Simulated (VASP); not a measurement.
Consider the following.

```yaml
crystal:
  lattice:
    - [1.88996, -3.27350, 0.00000]
    - [1.88996, 3.27350, 0.00000]
    - [0.00000, 0.00000, 6.02861]
  atoms:
    - { symbol: Zr, position: [0.00000, 0.00000, 0.00000] }
    - { symbol: S, position: [0.33333, 0.66667, 0.24061] }
    - { symbol: S, position: [0.66667, 0.33333, 0.75939] }
```

Calculation: vdW-DF2, VASP's PBE PAW potentials (set 64) (plane waves; VASP 6.6.1). Run with 520 eV cut-off, 8×8×4 Γ-centred mesh, tetrahedra with Blöchl corrections, potentials Zr_sv S.

The cores are frozen, which limits the accuracy of field gradients.

Task: Give the principal components of the electric field gradient (V/Å²) and the asymmetry η at each nucleus.

Result: 
```csv
atom,Vxx,Vyy,Vzz,η
Zr1,0.7,0.7,-1.5,0.00
S2,2.2,2.2,-4.3,0.00
S3,2.2,2.2,-4.3,0.00
```

The compound is ZrS2 in the 1T layered structure. It was relaxed first, which changed the volume by +10 %.
